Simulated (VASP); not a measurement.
# ZnGaP: relaxation of cell and atoms with PBE

The system is ZnGaP.

```
CELL_PARAMETERS angstrom
4.01594 0.00000 0.00000
-2.00797 3.47791 0.00000
0.00000 0.00000 4.40420
ATOMIC_POSITIONS crystal
Zn 0.00000 0.00000 0.50000
Ga 0.66667 0.33333 0.00000
P 0.33333 0.66667 0.50000
```

The cell was built by a generator and needn't be a form met in nature.

| Property | Result |
| --- | --- |
| Program | VASP 6.6.1 |
| Task | relaxation of cell and atoms |
| Functional | PBE |
| Potentials or basis | VASP PAW PBE potentials, release 64 (Zn, Ga_d, P) |
| Cutoff | 600 eV |
| k mesh | 8 × 8 × 6 |
| Occupations | fermi-dirac, width 0.05 eV |
| Spin | no spin polarisation |
| Target pressure | 2 GPa |
| Further INCAR settings | ALGO = Normal; EDIFF = 1e-07; IBRION = 2; EDIFFG = -0.005; NSW = 40; ISIF = 3 |
| Target pressure | 2 GPa |

```json
{
  "Relaxed volume": "19.51 Å³/atom",
  "Relaxed cell": "a = 3.989 Å, b = 3.989 Å, c = 4.249 Å, α = 90.00°, β = 90.00°, γ = 120.00°",
  "Space group after relaxing (to 0.05 Å)": "P-6m2 (No. 187)",
  "Energy change on relaxing (the enthalpy is what falls)": "+5.9 meV/atom",
  "Ionic steps": "5",
  "Pressure after relaxing": "2.0 GPa",
  "Band gap on the k mesh": "none (metal or under the smearing width)"
}
```

Step by step:
```csv
step,energy change (eV),largest force (eV/Å),pressure (GPa),volume (Å³)
1,0.0000,0.0002,0.05,61.51
2,0.0137,0.0001,2.05,59.31
3,0.0137,0.0001,2.05,59.31
4,0.0138,0.0000,2.03,59.01
5,0.0176,0.0000,2.03,58.54
```

Final structure:
```
Zn Ga P
1.0
     3.98860   -0.00002    0.00000
    -1.99431    3.45422    0.00000
     0.00000    0.00000    4.24860
Zn Ga P
1 1 1
Direct
  0.00000 0.00000 0.50000
  0.66667 0.33333 0.00000
  0.33333 0.66667 0.50000
```

Levels at points of the mesh, in eV from the Fermi level:
```
           k point  band 13  band 14  band 15  band 16  band 17  band 18
(0.00, 0.00, 0.00)    -2.96    -0.77    -0.77     2.09     2.30     2.30
(0.50, 0.00, 0.00)    -2.86    -2.47    -0.81     1.54     1.66     2.74
(0.50, 0.50, 0.00)    -2.86    -2.47    -0.81     1.54     1.66     2.74
(0.00, 0.00, 0.50)    -0.56    -0.56     0.96     1.68     4.11     4.11
(0.50, 0.00, 0.50)    -4.69    -3.47    -2.25     0.98     1.96     2.48
(0.50, 0.50, 0.50)    -4.69    -3.47    -2.25     0.98     1.96     2.48
```

It took 2.5 min on 1 thread of Intel(R) Xeon(R) Platinum 8559C (Emerald Rapids), with other jobs on the host, peak memory 0.29 GiB.

Caveat: the cell is relaxed towards a set pressure, so the enthalpy falls and the energy may rise.
